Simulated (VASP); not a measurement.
These are PBEsol GGA, VASP's PBE PAW potentials (set 64) (plane waves; VASP) values and carry that method's errors.

Input for VASP

File POSCAR:
```
Na
1
   -1.8594877125     1.8594877125     1.8594877125
    1.8594877125    -1.8594877125     1.8594877125
    1.8594877125     1.8594877125    -1.8594877125
Na
1
Direct
  0.0000000000   0.0000000000   0.0000000000
```

**KPOINTS**
```
Automatic mesh
0
Gamma
14 14 14
0 0 0
```

### INCAR
```
SYSTEM = Na
PREC = Accurate
ENCUT = 500
EDIFF = 1E-6
NELM = 100
ALGO = Normal
LREAL = .FALSE.
LASPH = .TRUE.
ISMEAR = 1
SIGMA = 0.1
GGA = PS
LWAVE = .FALSE.
LCHARG = .FALSE.
IBRION = 2
ISIF = 3
NSW = 40
EDIFFG = -0.02
PSTRESS = 50
```

POTCAR, in this order: Na_pv (PBE.64 set). Program: vasp_std.

The resulting files:

File OUTCAR:
```
 ion  position               nearest neighbor table
   1  0.000  0.000  0.000-
  LATTYP: Found a body centered cubic cell.
 ALAT       =     3.7189754250
 Subroutine PRICEL returns:
 Original cell was already a primitive cell.
 Subroutine GETGRP returns: Found 48 space group operations
The static configuration has the point symmetry O_h .
The dynamic configuration has the point symmetry O_h .
 Subroutine INISYM returns: Found 48 space group operations
 Subroutine IBZKPT returns following result:
 Found    104 irreducible k-points:

 Following reciprocal coordinates:
            Coordinates               Weight
  0.000000  0.000000  0.000000      1.000000
  0.071429  0.000000  0.000000     12.000000
  0.142857  0.000000  0.000000     12.000000
  0.214286  0.000000  0.000000     12.000000
  0.285714  0.000000  0.000000     12.000000
  0.357143  0.000000  0.000000     12.000000
  0.428571  0.000000  0.000000     12.000000
  0.500000  0.000000  0.000000      6.000000
  0.071429  0.071429  0.000000     24.000000
  0.142857  0.071429  0.000000     48.000000
  0.214286  0.071429 -0.000000     48.000000
  0.285714  0.071429  0.000000     48.000000
  0.357143  0.071429  0.000000     48.000000
  0.428571  0.071429  0.000000     48.000000
  0.142857  0.142857  0.000000     24.000000
  0.214286  0.142857 -0.000000     48.000000
  0.285714  0.142857  0.000000     48.000000
  0.357143  0.142857  0.000000     48.000000
  0.428571  0.142857  0.000000     24.000000
  0.214286  0.214286  0.000000     24.000000
  0.285714  0.214286  0.000000     48.000000
  0.357143  0.214286  0.000000     48.000000
  0.285714  0.285714  0.000000     24.000000
  0.357143  0.285714 -0.000000     24.000000
  0.071429  0.071429  0.071429      8.000000
...
```

File OSZICAR:
```
       N       E                     dE             d eps       ncg     rms          rms(c)
DAV:   1     0.187022795490E+02    0.18702E+02   -0.41205E+03  1470   0.931E+02
DAV:   2    -0.951382482141E+00   -0.19654E+02   -0.19645E+02  1540   0.135E+02
DAV:   3    -0.127251316000E+01   -0.32113E+00   -0.32113E+00  1785   0.249E+01
DAV:   4    -0.127476263086E+01   -0.22495E-02   -0.22495E-02  1813   0.191E+00
DAV:   5    -0.127478495728E+01   -0.22326E-04   -0.22326E-04  1785   0.157E-01    0.325E-01
DAV:   6    -0.127129872803E+01    0.34862E-02   -0.40624E-03  1596   0.129E+00    0.187E-01
DAV:   7    -0.126977545383E+01    0.15233E-02   -0.34290E-03  1554   0.106E+00    0.473E-02
DAV:   8    -0.126970090500E+01    0.74549E-04   -0.23155E-04  1533   0.374E-01    0.229E-03
DAV:   9    -0.126970111450E+01   -0.20949E-06   -0.11502E-06  1148   0.167E-02
   1 F= -.46710075E+00 E0= -.46685516E+00  d E =-.467101E+00
```

**OUTCAR**
```
------------------------ aborting loop because EDIFF is reached ----------------------------------------
  FORCE on cell =-STRESS in cart. coord.  units (eV):
  Direction    XX          YY          ZZ          XY          YZ          ZX
  --------------------------------------------------------------------------------------
  Total        0.8075357      0.8075357      0.8075357      0.0000000     -0.0000000      0.0000000
  in kB       50.3074567     50.3074567     50.3074567      0.0000000     -0.0000000      0.0000000
  external PRESSURE =       0.3074567 kB  Pullay stress =      50.0000000 kB
  volume of cell :       25.72
      direct lattice vectors                 reciprocal lattice vectors
    -1.859487713  1.859487713  1.859487713     0.000000000  0.268891263  0.268891263
     1.859487713 -1.859487713  1.859487713     0.268891263  0.000000000  0.268891263
     1.859487713  1.859487713 -1.859487713     0.268891263  0.268891263  0.000000000
 POSITION                                       TOTAL-FORCE (eV/Angst)
 -----------------------------------------------------------------------------------
      0.00000      0.00000      0.00000         0.000000     -0.000000     -0.000000
 -----------------------------------------------------------------------------------
    total drift:                               -0.000000      0.000000      0.000000
  FREE ENERGIE OF THE ION-ELECTRON SYSTEM (eV)
  ---------------------------------------------------
  free  energy   TOTEN  =        -1.2697011145 eV

  energy  without entropy=       -1.2689643529  energy(sigma->0) =       -1.26945553
  enthalpy is  TOTEN    =        -0.4671007513 eV   P V=        0.8026003632

 reached required accuracy - stopping structural energy minimisation
```
(Selected blocks of OUTCAR.)

OUTCAR:
```
 val. band max:        1.5237398236   @ k =  -0.3571   0.4286   0.1429

 cond. band min:       1.6226462046   @ k =   0.3571   0.0714   0.0714


 Fermi energy:         1.5446603553

 k-point     1 :       0.0000    0.0000    0.0000
  band No.  band energies     occupation
      1     -23.0212      2.00000
      2     -23.0212      2.00000
      3     -23.0212      2.00000
      4      -2.5633      2.00000
      5      15.8846      0.00000
      6      15.8846      0.00000
      7      15.8846      0.00000

 k-point     2 :       0.0714    0.0000    0.0000
  band No.  band energies     occupation
      1     -23.0276      2.00000
      2     -23.0232      2.00000
      3     -23.0213      2.00000
      4      -2.4463      2.00000
      5      14.4979      0.00000
      6      15.1479      0.00000
      7      15.6527      0.00000

 k-point     3 :       0.1429    0.0000    0.0000
  band No.  band energies     occupation
      1     -23.0453      2.00000
      2     -23.0286      2.00000
      3     -23.0214      2.00000
      4      -2.0975      2.00000
      5      12.2226      0.00000
      6      14.0645      0.00000
      7      15.1533      0.00000

 k-point     4 :       0.2143    0.0000    0.0000
  band No.  band energies     occupation
      1     -23.0706      2.00000
      2     -23.0365      2.00000
      3     -23.0216      2.00000
      4      -1.5241      2.00000
      5      10.0313      0.00000
      6      13.1162      0.00000
      7      14.6001      0.00000

 k-point     5 :       0.2857    0.0000    0.0000
  band No.  band energies     occupation
      1     -23.0984      2.00000
      2     -23.0451      2.00000
      3     -23.0217      2.00000
      4      -0.7367      2.00000
      5       7.9930      0.00000
      6      12.3641      0.00000
      7      13.9793      0.00000

 k-point     6 :       0.3571    0.0000    0.0000
  band No.  band energies     occupation
      1     -23.1232      2.00000
...
```

The compound is Na in the bcc structure. It was relaxed first under an external pressure of 5 GPa.
